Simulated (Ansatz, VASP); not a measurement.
# Cross-check of CaIrO3 between VASP and Ansatz, part 2 of 2

Aim: how closely do two programs agree when they are given the same cell, functional and k mesh? The cell is taken from a series of VASP runs on this material, whose earlier steps may have relaxed, scaled or displaced it; both programs get it as it stands.

VASP 6.6.1 and Ansatz 0.2.0.

So far. Step 2 (Ansatz: single point, PBEsol, DFT+U): The run ends at a pressure of -3.25 GPa, with forces up to 0.32 eV/Å.

### 3. VASP: single point, PBEsol, DFT+U

Level of this step: PBEsol, DFT+U (Ir d 2 eV), spin-polarised from an antiferromagnetic start; plane waves and PAW (Ca_sv, Ir, O) (VASP).

The same cell, functional, mesh and smearing now go to VASP, with its own data sets and cutoff.

Lines of VASP's logs that name or quote its potential files are left out, and so is its time.

Contents of INCAR:

```
SYSTEM = CaIrO3
PREC = Normal
ENCUT = 480
EDIFF = 1E-06
NELM = 150
ISMEAR = -1
SIGMA = 0.02
LREAL = Auto
ALGO = Normal
GGA = PS
NBANDS = 94
ISPIN = 2
MAGMOM = 0 0 0 0 1 -1 1 -1 0 0 0 0 0 0 0 0 0 0 0 0
LDAU = .TRUE.
LDAUTYPE = 2
LDAUL = -1 2 -1
LDAUU = 0 2 0
LDAUJ = 0 0 0
LDAUPRINT = 1
LASPH = .TRUE.
LMAXMIX = 4
LORBIT = 11
LWAVE = .FALSE.
LCHARG = .FALSE.
KPAR = 4
AMIX = 0.2
BMIX = 1E-04
AMIX_MAG = 0.8
BMIX_MAG = 1E-04
```

Contents of POSCAR:

```
CaIrO3
1.0
    1.5733000000     -4.9345000000      0.0000000000
    1.5733000000      4.9345000000      0.0000000000
    0.0000000000      0.0000000000     14.6038000000
Ca Ir O
4 4 12
Direct
    0.2498000000      0.7502000000      0.1250000000
    0.2498000000      0.7502000000      0.6250000000
    0.7502000000      0.2498000000      0.3750000000
    0.7502000000      0.2498000000      0.8750000000
    0.0000000000      0.0000000000      0.0000000000
    0.0000000000      0.0000000000      0.5000000000
    0.0000000000      0.0000000000      0.2500000000
    0.0000000000      0.0000000000      0.7500000000
    0.9244000000      0.0756000000      0.1250000000
    0.9244000000      0.0756000000      0.6250000000
    0.0756000000      0.9244000000      0.3750000000
    0.0756000000      0.9244000000      0.8750000000
    0.6276000000      0.3724000000      0.2247500000
    0.6276000000      0.3724000000      0.7247500000
    0.3724000000      0.6276000000      0.4747500000
    0.3724000000      0.6276000000      0.9747500000
    0.3724000000      0.6276000000      0.2752500000
    0.3724000000      0.6276000000      0.7752500000
    0.6276000000      0.3724000000      0.0252500000
    0.6276000000      0.3724000000      0.5252500000
```

Contents of KPOINTS:

```
Automatic mesh
0
Gamma
8 8 2
0 0 0
```

The projector-augmented-wave data sets are Ca_sv, Ir and O (PBE family, release 64).

Run with:

```console
$ mpirun -np 4 vasp_std
```

Numbers of over 12 decimals in the logs are rounded to 6 here.

The program printed:

```text
[banner, memory and clock lines left out]
running    4 mpi-ranks, on    1 nodes
 distrk:  each k-point on    1 cores,    4 groups
 distr:  one band on    1 cores,    1 groups

 POSCAR found type information on POSCAR CaIrO
 POSCAR found :  3 types and      20 ions
|                                                                             |
|               ----> ADVICE to this user running VASP <----                  |
|                                                                             |
|     You enforced a specific xc type in the INCAR file but a different       |
|     [... a line on the potential file left out ...]
|     I HOPE YOU KNOW WHAT YOU ARE DOING!                                     |
|                                                                             |

 LDA part: xc-table for (Slater+PW92), standard interpolation
 POSCAR, INCAR and KPOINTS ok, starting setup
 FFT: planning ... GRIDC
 FFT: planning ... GRID_SOFT
 FFT: planning ... GRID
 WAVECAR not read
 entering main loop
       N       E                     dE             d eps       ncg     rms          rms(c)
DAV:   1     0.169473360393E+04    0.16947E+04   -0.70283E+04 15880   0.152E+03
DAV:   2     0.715789087441E+02   -0.16232E+04   -0.15403E+04 16188   0.471E+02
DAV:   3    -0.149761920714E+03   -0.22134E+03   -0.21595E+03 21980   0.168E+02
DAV:   4    -0.160954315558E+03   -0.11192E+02   -0.11077E+02 23344   0.391E+01
DAV:   5    -0.161650382488E+03   -0.69607E+00   -0.69505E+00 28112   0.742E+00    0.765E+01
DAV:   6    -0.138540606865E+03    0.23110E+02   -0.54126E+01 23424   0.324E+01    0.419E+01
DAV:   7    -0.138421192300E+03    0.11941E+00   -0.13176E+01 22880   0.155E+01    0.293E+01
DAV:   8    -0.138227740558E+03    0.19345E+00   -0.24404E+00 21832   0.928E+00    0.123E+01
DAV:   9    -0.138288879577E+03   -0.61139E-01   -0.44258E-01 22624   0.449E+00    0.691E+00
DAV:  10    -0.138282002450E+03    0.68771E-02   -0.19501E-01 22312   0.255E+00    0.126E+00
DAV:  11    -0.138282292291E+03   -0.28984E-03   -0.21837E-02 20296   0.698E-01    0.103E+00
DAV:  12    -0.138283144384E+03   -0.85209E-03   -0.54316E-03 20504   0.305E-01    0.700E-01
DAV:  13    -0.138284507293E+03   -0.13629E-02   -0.30880E-03 20888   0.285E-01    0.550E-01
DAV:  14    -0.138284652543E+03   -0.14525E-03   -0.11977E-03 19392   0.138E-01    0.361E-01
DAV:  15    -0.138284583130E+03    0.69413E-04   -0.23968E-04 20928   0.737E-02    0.220E-01
DAV:  16    -0.138284567061E+03    0.16069E-04   -0.21226E-04 19888   0.587E-02    0.109E-01
DAV:  17    -0.138284563838E+03    0.32238E-05   -0.36124E-05 21576   0.332E-02    0.603E-02
DAV:  18    -0.138284568416E+03   -0.45786E-05   -0.26220E-05 19184   0.246E-02    0.194E-02
DAV:  19    -0.138284569913E+03   -0.14968E-05   -0.66679E-06 17048   0.123E-02    0.122E-02
DAV:  20    -0.138284570820E+03   -0.90734E-06   -0.15398E-06 11560   0.612E-03
   1 F= -.13828457E+03 E0= -.13827825E+03  d E =-.126455E-01  mag=     0.0000
```

From OUTCAR (step 3):

```text
ion  position               nearest neighbor table
   1  0.250  0.750  0.125-   9 2.33   9 2.33  19 2.46  13 2.46  13 2.46  19 2.46  17 2.51  16 2.51
                             7 3.07   5 3.07
   2  0.250  0.750  0.625-  10 2.33  10 2.33  20 2.46  14 2.46  14 2.46  20 2.46  18 2.51  15 2.51
                             8 3.07   6 3.07
   3  0.750  0.250  0.375-  11 2.33  11 2.33  15 2.46  15 2.46  17 2.46  17 2.46  20 2.51  13 2.51
                             7 3.07   6 3.07
   4  0.750  0.250  0.875-  12 2.33  12 2.33  16 2.46  16 2.46  18 2.46  18 2.46  19 2.51  14 2.51
                             8 3.07   5 3.07
   5  0.000  0.000  0.000-   9 1.97  12 1.97  19 2.05  16 2.05  19 2.05  16 2.05   1 3.07   4 3.07

  LATTYP: Found a base centered orthorhombic cell.
 ALAT       =     3.1466000000
 B/A-ratio  =     3.1364011949
 C/A-ratio  =     4.6411364648

 Subroutine GETGRP returns: Found  8 space group operations
 (whereof  4 operations were pure point group operations)

The static configuration has the point symmetry C_2h.
 The point group associated with its full space group is D_2h.

 Found     42 irreducible k-points:

   k-points           NKPTS =     42   k-points in BZ     NKDIM =     42   number of bands    NBANDS=     94

   dimension x,y,z NGX =    28 NGY =   28 NGZ =   80
   dimension x,y,z NGXF=    56 NGYF=   56 NGZF=  160

   ENCUT  =  480.0 eV  35.28 Ry    5.94 a.u.   9.25  9.25 26.09*2*pi/ulx,y,z

   NELECT =     148.0000    total number of electrons

 k-points in reciprocal lattice and weights: Automatic mesh
   0.00000000  0.00000000  0.00000000       0.008
   0.12500000  0.00000000  0.00000000       0.031
   0.25000000  0.00000000  0.00000000       0.031
   0.37500000  0.00000000  0.00000000       0.031
   0.50000000  0.00000000  0.00000000       0.016
   0.12500000  0.12500000  0.00000000       0.016
   0.25000000  0.12500000  0.00000000       0.031
   0.37500000  0.12500000  0.00000000       0.031
   0.50000000  0.12500000  0.00000000       0.031
[...]
-0.37500000  0.37500000  0.50000000       0.016
   0.50000000  0.50000000  0.50000000       0.008

atom =   5  type =  2  l = 2

 onsite density matrix

spin component  1

  0.5127 -0.0000 -0.0000  0.1314 -0.0000
 -0.0000  0.8280 -0.1742  0.0000  0.0220
 -0.0000 -0.1742  0.6348 -0.0000  0.0521
  0.1314  0.0000 -0.0000  0.8991 -0.0000
 -0.0000  0.0220  0.0521 -0.0000  0.9229

spin component  2

  0.4619 -0.0000 -0.0000  0.0142 -0.0000
 -0.0000  0.7470 -0.1281 -0.0000  0.0564
 -0.0000 -0.1281  0.5928  0.0000  0.0282
  0.0142 -0.0000  0.0000  0.5268 -0.0000
 -0.0000  0.0564  0.0282 -0.0000  0.9024

 occupancies and eigenvectors

  o =  0.4589  v =  0.0000  0.0000  0.0000  0.0000  0.0000  0.9787  0.0000  0.0000 -0.2051 -0.0000      0.0000  0.0000  0.0000  0.0000  0.0000  0.0000  0.0000  0.0000  0.0000  0.0000
  o =  0.4723  v = -0.9557  0.0000 -0.0000  0.2942 -0.0000  0.0000  0.0000  0.0000  0.0000  0.0000      0.0000  0.0000  0.0000  0.0000  0.0000  0.0000  0.0000  0.0000  0.0000  0.0000
  o =  0.5133  v =  0.0000  0.0000  0.0000  0.0000  0.0000  0.0000 -0.5010 -0.8549 -0.0000  0.1345      0.0000  0.0000  0.0000  0.0000  0.0000  0.0000  0.0000  0.0000  0.0000  0.0000
  o =  0.5244  v =  0.0000 -0.5004 -0.8546  0.0000  0.1392  0.0000  0.0000  0.0000  0.0000  0.0000      0.0000  0.0000  0.0000  0.0000  0.0000  0.0000  0.0000  0.0000  0.0000  0.0000
[...]
k-point     2 :       0.1250    0.0000    0.0000
  band No.  band energies     occupation
    ...
     71       4.6373      1.00000
     72       4.6378      1.00000
     73       4.8744      1.00000
     74       5.1351      0.86543
     75       5.1386      0.84388
     76       5.7345      0.00000
     77       7.9148      0.00000
     78       8.0399      0.00000
     79       8.0869      0.00000
     80       8.2060      0.00000
    ...

 k-point     3 :       0.2500    0.0000    0.0000
  band No.  band energies     occupation
    ...
     71       4.4332      1.00000
     72       4.5220      1.00000
     73       4.7272      1.00000
     74       4.7610      1.00000
     75       5.1675      0.56017
     76       5.7466      0.00000
     77       7.8784      0.00000
     78       7.8885      0.00000
     79       7.9208      0.00000
     80       8.0870      0.00000
    ...

 k-point     4 :       0.3750    0.0000    0.0000
  band No.  band energies     occupation
    ...
     70       4.0469      1.00000
     71       4.3339      1.00000
     72       4.3619      1.00000
     73       4.6263      1.00000
     74       4.7646      1.00000
     75       5.4999      0.00000
     76       5.8846      0.00000
     77       7.7916      0.00000
     78       7.7946      0.00000
     79       7.9382      0.00000
    ...

 k-point     5 :       0.5000    0.0000    0.0000
  band No.  band energies     occupation
    ...
     70       3.7015      1.00000
     71       4.1650      1.00000
     72       4.2001      1.00000
     73       4.7442      1.00000
     74       4.8736      1.00000
     75       5.6273      0.00000
     76       5.9666      0.00000
     77       7.7128      0.00000
     78       7.7605      0.00000
     79       7.9426      0.00000
    ...

 k-point     6 :       0.1250    0.1250    0.0000
  band No.  band energies     occupation
    ...
     71       4.4392      1.00000
     72       4.5071      1.00000
     73       4.7092      1.00000
     74       4.7439      1.00000
     75       5.1693      0.53807
     76       5.7284      0.00000
     77       7.9072      0.00000
     78       7.9570      0.00000
     79       7.9878      0.00000
     80       8.1510      0.00000
    ...

 spin component 2
 k-point     1 :       0.0000    0.0000    0.0000
  band No.  band energies     occupation
    ...
     69       3.5899      1.00000
     70       4.4331      1.00000
     71       4.7733      1.00000
     72       4.7990      1.00000
     73       4.8136      1.00000
     74       5.2901      0.00277
     75       5.2988      0.00179
     76       5.7585      0.00000
     77       7.9376      0.00000
     78       8.2776      0.00000
    ...

  Total       -2.3923096     -6.7327715     -3.5417791      0.0000000      0.0000000      0.0000000
  in kB      -16.9035296    -47.5722715    -25.0254261      0.0000000      0.0000000      0.0000000
  external PRESSURE =     -29.8337424 kB  Pullay stress =       0.0000000 kB

  energy-cutoff  :      480.00
  volume of cell :      226.75
      direct lattice vectors                 reciprocal lattice vectors
     1.573300000 -4.934500000  0.000000000     0.317803343 -0.101327389  0.000000000
     1.573300000  4.934500000  0.000000000     0.317803343  0.101327389  0.000000000
     0.000000000  0.000000000 14.603800000     0.000000000  0.000000000  0.068475328

 POSITION                                       TOTAL-FORCE (eV/Angst)
 -----------------------------------------------------------------------------------
      1.57330      2.46922      1.82547         0.000000      0.063647     -0.000000
      1.57330      2.46922      9.12738         0.000000      0.063647     -0.000000
      1.57330     -2.46922      5.47642         0.000000     -0.009603     -0.000000
      1.57330     -2.46922     12.77832         0.000000     -0.009603     -0.000000
      0.00000      0.00000      0.00000         0.000000     -0.010865     -0.077044
      0.00000      0.00000      7.30190         0.000000     -0.010865     -0.077044
      0.00000      0.00000      3.65095         0.000000     -0.010865      0.077044
      0.00000      0.00000     10.95285         0.000000     -0.010865      0.077044
      1.57330     -4.18840      1.82547         0.000000      0.126133     -0.000000
      1.57330     -4.18840      9.12738         0.000000      0.126133     -0.000000
      1.57330      4.18840      5.47642         0.000000     -0.222432     -0.000000
      1.57330      4.18840     12.77832         0.000000     -0.222432     -0.000000
      1.57330     -1.25928      3.28220         0.000000      0.290835      0.026185
      1.57330     -1.25928     10.58410         0.000000      0.290835      0.026185
      1.57330      1.25928      6.93315         0.000000     -0.258842      0.125810
      1.57330      1.25928     14.23505         0.000000     -0.258842      0.125810
      1.57330      1.25928      4.01970         0.000000     -0.258842     -0.125810
      1.57330      1.25928     11.32160         0.000000     -0.258842     -0.125810
      1.57330     -1.25928      0.36875         0.000000      0.290835     -0.026185
      1.57330     -1.25928      7.67065         0.000000      0.290835     -0.026185
 -----------------------------------------------------------------------------------
    total drift:                                0.000000      0.000188      0.000000

  FREE ENERGIE OF THE ION-ELECTRON SYSTEM (eV)
  ---------------------------------------------------
  free  energy   TOTEN  =      -138.2845708202 eV

  energy  without entropy=     -138.2719253488  energy(sigma->0) =     -138.27824808

 total charge
# of ion       s       p       d       tot
------------------------------------------
    1        2.031   5.868   0.287   8.186
    2        2.031   5.868   0.287   8.186
    3        2.030   5.868   0.288   8.186
    4        2.030   5.868   0.288   8.186
    5        0.618   0.797   6.964   8.380
    6        0.618   0.797   6.964   8.380
    7        0.618   0.797   6.964   8.380
    8        0.618   0.797   6.964   8.380
    9        1.557   3.455   0.000   5.012
   10        1.557   3.455   0.000   5.012
   11        1.556   3.459   0.000   5.015
   12        1.556   3.459   0.000   5.015
   13        1.557   3.414   0.000   4.971
   14        1.557   3.414   0.000   4.971
   15        1.557   3.415   0.000   4.972
   16        1.557   3.415   0.000   4.972
   17        1.557   3.415   0.000   4.972
   18        1.557   3.415   0.000   4.972
   19        1.557   3.414   0.000   4.971
   20        1.557   3.414   0.000   4.971
--------------------------------------------------
tot         29.275  67.808  29.007 126.090

 magnetization (x)
# of ion       s       p       d       tot
------------------------------------------
    1        0.003   0.002   0.002   0.007
    2       -0.003  -0.002  -0.002  -0.007
    3        0.000   0.000   0.000   0.000
    4        0.000   0.000   0.000   0.000
    5        0.003   0.001   0.565   0.569
    6       -0.003  -0.001  -0.565  -0.569
    7        0.003   0.001   0.565   0.569
    8       -0.003  -0.001  -0.565  -0.569
    9        0.002   0.133   0.000   0.136
   10       -0.002  -0.133   0.000  -0.136
   11        0.000   0.000   0.000   0.000
   12        0.000   0.000   0.000   0.000
   13        0.001   0.077   0.000   0.079
   14       -0.001  -0.077   0.000  -0.079
   15       -0.001  -0.072   0.000  -0.073
   16        0.001   0.072   0.000   0.073
   17        0.001   0.072   0.000   0.073
   18       -0.001  -0.072   0.000  -0.073
   19        0.001   0.077   0.000   0.079
   20       -0.001  -0.077   0.000  -0.079
--------------------------------------------------
tot          0.000   0.000   0.000   0.000
```

The run ends at a pressure of -2.98 GPa, with forces up to 0.29 eV/Å.

### 4. Differences

Known differences besides the potentials themselves: U acts on the PAW sphere in VASP and on atomic orbitals in Ansatz, so only states and trends compare; the data sets hold 180 valence electrons in Ansatz (default PAW (the set named soft_2) files) and 148 in VASP; the cutoff is 420 eV in Ansatz and 480 eV in VASP (PREC = Normal, projectors in real space); Ansatz makes its cores anew for this functional, VASP keeps those of its PBE data sets; site moments are counted in spheres of each program's own size. Total energies have different zeros and are not compared.

The two programs side by side:

| quantity | Ansatz | VASP | difference |
| --- | --- | --- | --- |
| pressure (GPa) | -3.25 | -2.98 | -0.27 |
| pressure without Ansatz's Pulay correction (GPa) | -3.95 | -2.98 | -0.96 |
| moment on Ir5 (μB) | 0.37 | 0.57 | -0.20 |
| moment on Ir6 (μB) | -0.37 | -0.57 | +0.20 |
| moment on Ir7 (μB) | 0.37 | 0.57 | -0.20 |
| moment on Ir8 (μB) | -0.37 | -0.57 | +0.20 |
| moment on O10 (μB) | -0.15 | -0.14 | -0.01 |
| moment on O9 (μB) | 0.15 | 0.14 | +0.01 |
| moment on O14 (μB) | -0.09 | -0.08 | -0.01 |
| moment on O13 (μB) | 0.09 | 0.08 | +0.01 |

Forces on 10 of the 20 atoms, those with the largest forces and the largest differences (eV/Å; atoms numbered as in POSCAR):

| atom | Ansatz x, y, z | VASP x, y, z |
| --- | --- | --- |
| O10 | 0.000, 0.094, 0.000 | 0.000, 0.126, 0.000 |
| O11 | 0.000, -0.188, 0.000 | 0.000, -0.222, 0.000 |
| O12 | 0.000, -0.188, 0.000 | 0.000, -0.222, 0.000 |
| O13 | 0.000, 0.315, 0.020 | 0.000, 0.291, 0.026 |
| O14 | 0.000, 0.315, 0.020 | 0.000, 0.291, 0.026 |
| O16 | 0.000, -0.290, 0.118 | 0.000, -0.259, 0.126 |
| O17 | 0.000, -0.290, -0.118 | 0.000, -0.259, -0.126 |
| O18 | 0.000, -0.290, -0.118 | 0.000, -0.259, -0.126 |
| O19 | 0.000, 0.315, -0.020 | 0.000, 0.291, -0.026 |
| O20 | 0.000, 0.315, -0.020 | 0.000, 0.291, -0.026 |

The forces differ by 15 meV/Å r.m.s., which is 12.8 % of the r.m.s. force of 0.12 eV/Å (both taken over all components). Ansatz's pressure holds a Pulay correction of 0.69 GPa; VASP's holds none.

### 5. Outcome

```yaml
r_m_s_force_difference_single_point_pbesol_dft_u: 15 meV/Å
```

The r.m.s. force difference is 15 meV/Å (single point, PBEsol, DFT+U). How closely two codes agree says nothing of how well the functional describes the real material.

[Lines on the potential files, build, host, timing and source positions are cut from VASP's logs without a mark.]

[Logs are printed without paths, hosts, clocks, repeated set-up lines and the standing remarks that a program may print on its own settings, such as how far it seeks lower states.]

[Hosts, paths, dates, database ids (printed as entryN), source tags and the programs' standing remarks are cut or masked in the printed files.]
